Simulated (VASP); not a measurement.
Data:

```xyz
2
Lattice="2.9500 0.0000 0.0000 0.0000 2.9500 0.0000 0.0000 0.0000 2.9500" Properties=species:S:1:pos:R:3 pbc="T T T"
Zn     1.4750     1.4750     1.4750
Cu     0.0000     0.0000     0.0000
```

These are PBE GGA with D3 dispersion (zero damping), VASP's PBE PAW potentials (set 64) (plane waves; VASP 6.6.1) values and carry that method's errors. Settings: 520 eV cut-off, 11×11×11 Γ-centred mesh, first-order Methfessel-Paxton smearing of 0.10 eV, potentials Zn Cu.

Energy and stress use the plane-wave basis of the starting cell.

Question: The ions, cell shape and volume are relaxed. What does this cell relax into?

Answer: 
```xyz
2
Lattice="2.9102 0.0000 0.0000 0.0000 2.9102 0.0000 0.0000 0.0000 2.9102" Properties=species:S:1:pos:R:3 pbc="T T T"
Zn     1.4551     1.4551     1.4551
Cu     0.0000     0.0000     0.0000
```
Space group Pm-3m (221), at a tolerance of 0.03 Å.

Question: How do energy and volume change from the first to the last step?

Answer: The energy (σ→0) changes by -7.9 meV/atom and the volume by -4.0 %, in 3 ionic steps.

The compound is CuZn in the CsCl type structure. This run relaxes it. Symmetry was kept, so distortions that lower it aren't found. The electron count is odd and the run is not spin-polarised, which forces a metal.
